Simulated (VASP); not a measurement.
CeO2 (fluorite): the mBJ gap over mesh and path against the volume, with the cell scaled uniformly; LDA's own equilibrium is at 12.846 Å³/atom. VASP (PAW), 520 eV cut-off, 8×8×8 Γ-centred mesh, Gaussian smearing of 0.050 eV, potentials Ce O. mBJ is a potential without an energy functional, so only the levels count. Fit the value as a straight line in ln V.

```
V (Å³/atom)  mBJ gap over mesh and path (eV)
-----------  -------------------------------
11.689                                 2.449
12.075                                 2.343
12.46                                  2.240
12.846                                 2.140
13.231                                 2.044
13.616                                 1.953
```

Question: Fit the rows as the text says and predict the value at 11.304.

Answer: The slope against ln V is -3.26 eV, the volume deformation potential of this gap. The line misses the rows by up to 0.002 and gives 2.558 at 11.304. The run gave 2.558, +0.000 from the line.

Left out are failed runs and those whose mesh is unfit for this quantity.

The compound is CeO2 in the fluorite structure. The run is not spin-polarised, so no magnetic state was tried.
